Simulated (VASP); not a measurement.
Input:

```
BaO
1.0
    0.00000     2.78812     2.78812
    2.78812     0.00000     2.78812
    2.78812     2.78812     0.00000
Ba O
1 1
Direct
  0.00000   0.00000   0.00000
  0.50000   0.50000   0.50000
```

These are PBE GGA with D4 dispersion, VASP's PBE PAW potentials (set 64) (plane waves; VASP) values and carry that method's errors. Run with 520 eV cut-off, 8×8×8 Γ-centred mesh, Gaussian smearing of 0.050 eV, potentials Ba_sv O.

Unless said otherwise, spin-orbit coupling is left out, though it shifts the bands of the heavy elements here.

Q: What does the run give for the energy per atom (σ→0), band gap (on the k-mesh) with the smallest direct gap where there is one?

A: 
The band gap (on the k-mesh) is 2.04 eV, the smallest direct gap (on the k-mesh) comes out as 2.04 eV and the energy per atom (σ→0) comes out as -6.092 eV/atom.

The compound is BaO in the rock salt structure. It was relaxed first.
